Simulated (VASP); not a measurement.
An input for Quantum ESPRESSO's pw.x (written as the equivalent of a VASP run, and not itself run):

```
&CONTROL
  calculation = 'scf'
  pseudo_dir = './pseudo'
  outdir = './out'
  tprnfor = .true.
  tstress = .true.
/
&SYSTEM
  ibrav = 0
  nat = 2
  ntyp = 2
  ecutwfc = 60.3
  occupations = 'smearing'
  smearing = 'gaussian'
  degauss = 0.003675
  input_dft = 'pbe'
  vdw_corr = 'grimme-d3'
  dftd3_version = 3
  dftd3_threebody = .false.
/
&ELECTRONS
  conv_thr = 7.3e-09
  electron_maxstep = 100
/
ATOMIC_SPECIES
  Tl 204.380 Tl.upf
  Br 79.904 Br.upf
CELL_PARAMETERS angstrom
     4.1460142    0.0000000    0.0000000
     0.0000000    4.1460142    0.0000000
     0.0000000    0.0000000    4.1460142
ATOMIC_POSITIONS crystal
  Tl   0.0000000  0.0000000  0.0000000
  Br   0.5000000  0.5000000  0.5000000
K_POINTS automatic
  7 7 7 0 0 0
```

Task: Write the VASP files for the same calculation (PBE-D3 (zero damping)).

Result: This is not unique; one that fits is 
File POSCAR:
```
TlBr
1
    4.1460142392     0.0000000000     0.0000000000
    0.0000000000     4.1460142392     0.0000000000
    0.0000000000     0.0000000000     4.1460142392
Tl Br
1 1
Direct
  0.0000000000   0.0000000000   0.0000000000
  0.5000000000   0.5000000000   0.5000000000
```

**INCAR**
```
SYSTEM = TlBr
PREC = Accurate
ENCUT = 520
EDIFF = 1E-7
NELM = 100
ALGO = Normal
LREAL = .FALSE.
LASPH = .TRUE.
ISMEAR = 0
SIGMA = 0.05
GGA = PE
IVDW = 11
LMAXMIX = 4
LWAVE = .FALSE.
LCHARG = .FALSE.
ISIF = 2
```

**KPOINTS**
```
Automatic mesh
0
Gamma
7 7 7
0 0 0
```

POTCAR, in this order: Tl_d Br (PBE.64 set). Program: vasp_std.

Limits of the translation: the potentials are each code's own (VASP's PAW set, PseudoDojo norm-conserving files in pw.x), so ENCUT and ecutwfc are chosen apart and not converted; conv_thr bounds pw.x's estimated SCF error, while EDIFF bounds the energy change between steps.

The compound is TlBr in the CsCl type structure. This cell is one point of a volume scan, at 1.03 of the reference volume.
